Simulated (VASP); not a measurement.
Level of theory: r2SCAN meta-GGA, VASP's PBE PAW potentials (set 64) (plane waves; VASP).

A VASP calculation is set up with these files.

INCAR:
```
SYSTEM = MgS
PREC = Accurate; ENCUT = 480; LREAL = .False.
LASPH = .True.
EDIFF = 1E-6; NELM = 100; ALGO = Normal
LMIXTAU = .True.
ISMEAR = 0; SIGMA = 0.05
METAGGA = R2SCAN
IBRION = 2; NSW = 60; ISIF = 3
EDIFFG = -0.01
LWAVE = .False.; LCHARG = .False.
```

**KPOINTS**
```
Regular mesh
0
gamma
 8 8 8
```

File POSCAR:
```
MgS
1
    0.0000000000     2.6000000000     2.6000000000
    2.6000000000     0.0000000000     2.6000000000
    2.6000000000     2.6000000000     0.0000000000
Mg S
1 1
Direct
  0.0000000000   0.0000000000   0.0000000000
  0.5000000000   0.5000000000   0.5000000000
```

POTCAR, in this order: Mg S (PBE.64 set). Program: vasp_std.

**Question.** Estimate the energy per atom (σ→0), volume per atom, band gap (on the k-mesh).

**Answer.** 
energy per atom (σ→0): -7.755 eV/atom
band gap (on the k-mesh): 3.45 eV
volume per atom: 17.50 Å³/atom

**OSZICAR**
```
...
DAV:   2    -0.155104147869E+02    0.22419E-03   -0.85540E-04   528   0.212E-01    0.531E-02
DAV:   3    -0.155103590307E+02    0.55756E-04   -0.25845E-04   504   0.130E-01    0.414E-02
DAV:   4    -0.155103839128E+02   -0.24882E-04   -0.74219E-06   512   0.390E-02    0.393E-02
DAV:   5    -0.155103557546E+02    0.28158E-04   -0.58612E-06   496   0.370E-02    0.169E-02
DAV:   6    -0.155104004051E+02   -0.44651E-04   -0.16930E-05   496   0.601E-02    0.923E-03
DAV:   7    -0.155103966926E+02    0.37125E-05   -0.57141E-07   400   0.893E-03    0.770E-03
DAV:   8    -0.155103965179E+02    0.17469E-06   -0.24650E-08   264   0.181E-03
   2 F= -.15510397E+02 E0= -.15510397E+02  d E =-.243465E-03
```

The compound is MgS in the rock salt structure. This run relaxes it. Symmetry was kept, so distortions that lower it aren't found.
